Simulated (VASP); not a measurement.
Calculation: RPA correlation on PBE orbitals, VASP's PBE PAW potentials (set 64) (plane waves; VASP).

A VASP calculation is set up with these files.

POSCAR:
```
Si
1
    0.0000000000     2.6410650000     2.6410650000
    2.6410650000     0.0000000000     2.6410650000
    2.6410650000     2.6410650000     0.0000000000
Si
2
Direct
  0.0000000000   0.0000000000   0.0000000000
  0.2500000000   0.2500000000   0.2500000000
```

### KPOINTS
```
Automatic mesh
0
Gamma
6 6 6
0 0 0
```

### INCAR
```
# general
SYSTEM  = Si
PREC    = Normal
ENCUT   = 350   # plane-wave cut-off (eV)
LREAL   = .False.
LASPH   = .True.
NBANDS  = 568

# electronic loop
ALGO    = ACFDT

# smearing
ISMEAR  = 0   # Gaussian
SIGMA   = 0.01

# functional
GGA     = PE   # PBE

# output
LWAVE   = .False.
LCHARG  = .False.

# other
NOMEGA  = 12
ENCUTGW = 220
```

POTCAR, in this order: Si_GW (PBE.64 set). Program: vasp_std. Read from the step before: WAVECAR, WAVEDER.

The resulting files:

File OUTCAR:
```
 ion  position               nearest neighbor table
   1  0.000  0.000  0.000-   2 2.29   2 2.29   2 2.29   2 2.29
   2  0.250  0.250  0.250-   1 2.29   1 2.29   1 2.29   1 2.29
  LATTYP: Found a face centered cubic cell.
 ALAT       =     5.2821300000
 Subroutine PRICEL returns:
 Original cell was already a primitive cell.
 Subroutine GETGRP returns: Found 48 space group operations
The static configuration has the point symmetry T_d .
 The point group associated with its full space group is O_h .
The dynamic configuration has the point symmetry T_d .
 Subroutine INISYM returns: Found 48 space group operations
 Subroutine IBZKPT returns following result:
 Found     16 irreducible k-points:

 Following reciprocal coordinates:
            Coordinates               Weight
  0.000000  0.000000  0.000000      1.000000
  0.166667  0.000000  0.000000      8.000000
  0.333333  0.000000  0.000000      8.000000
  0.500000  0.000000  0.000000      4.000000
  0.166667  0.166667  0.000000      6.000000
  0.333333  0.166667  0.000000     24.000000
  0.500000  0.166667  0.000000     24.000000
 -0.333333  0.166667  0.000000     24.000000
 -0.166667  0.166667  0.000000     12.000000
  0.333333  0.333333  0.000000      6.000000
  0.500000  0.333333  0.000000     24.000000
 -0.333333  0.333333  0.000000     12.000000
  0.500000  0.500000  0.000000      3.000000
  0.500000  0.333333  0.166667     24.000000
 -0.333333  0.333333  0.166667     24.000000
 -0.333333  0.500000  0.166667     12.000000
 Subroutine IBZKPT_HF returns following result:
   k-points           NKPTS =     16   k-points in BZ     NKDIM =    216   number of bands    NBANDS=    568
   number of dos      NEDOS =    301   number of ions     NIONS =      2
   total plane-waves  NPLWV =   5832
   dimension x,y,z NGX =    18 NGY =   18 NGZ =   18
   dimension x,y,z NGXF=    36 NGYF=   36 NGZF=   36
   ions per type =               2
...
```

OSZICAR:
```
energies w=
    0.000    0.135    0.000    0.443    0.000    0.888    0.000    1.620
    0.000    2.915    0.000    5.300    0.000    9.836    0.000   18.741
    0.000   36.852    0.000   75.392    0.000  164.152    0.000  427.917
NQ=   1    0.0000    0.0000    0.0000,
 performed       5704000 updates of chi_q(r,r)
NQ=   2    0.1667    0.0000    0.0000,
 performed      11408000 updates of chi_q(r,r)
NQ=   3    0.3333    0.0000    0.0000,
 performed      17112000 updates of chi_q(r,r)
NQ=   4    0.5000    0.0000    0.0000,
 performed      22816000 updates of chi_q(r,r)
NQ=   5    0.1667    0.1667    0.0000,
 performed      28520000 updates of chi_q(r,r)
NQ=   6    0.3333    0.1667    0.0000,
 performed      34224000 updates of chi_q(r,r)
NQ=   7    0.5000    0.1667    0.0000,
 performed      39928000 updates of chi_q(r,r)
NQ=   8   -0.3333    0.1667    0.0000,
 performed      45632000 updates of chi_q(r,r)
NQ=   9   -0.1667    0.1667    0.0000,
 performed      51336000 updates of chi_q(r,r)
NQ=  10    0.3333    0.3333    0.0000,
 performed      57040000 updates of chi_q(r,r)
NQ=  11    0.5000    0.3333    0.0000,
 performed      62744000 updates of chi_q(r,r)
NQ=  12   -0.3333    0.3333    0.0000,
 performed      68448000 updates of chi_q(r,r)
NQ=  13    0.5000    0.5000    0.0000,
 performed      74152000 updates of chi_q(r,r)
NQ=  14    0.5000    0.3333    0.1667,
 performed      79856000 updates of chi_q(r,r)
NQ=  15   -0.3333    0.3333    0.1667,
 performed      85560000 updates of chi_q(r,r)
NQ=  16   -0.3333    0.5000    0.1667,
 performed      91264000 updates of chi_q(r,r)
```

**OUTCAR**
```


      cutoff energy     smooth cutoff   RPA   correlation   Hartree contr. to MP2
---------------------------------------------------------------------------------
            220.000           176.000      -12.0355209633      -20.4054094756
            209.524           167.619      -12.0091036535      -20.3777039269
            199.547           159.637      -11.9807580876      -20.3479273423
            190.044           152.035      -11.9502348689      -20.3158103163
            180.995           144.796      -11.9175559630      -20.2813592820
            172.376           137.901      -11.8823464953      -20.2441569436
            164.167           131.334      -11.8446484472      -20.2042067221
            156.350           125.080      -11.8040478900      -20.1610245367
  linear regression
  converged value                          -12.3812468533      -20.7706008664
```
(Selected blocks of OUTCAR.)

The mesh is coarse, so the correlation energy is not converged in k-points.

The compound is Si in the diamond structure. This cell is one point of a volume scan, at 0.92 of the reference volume.
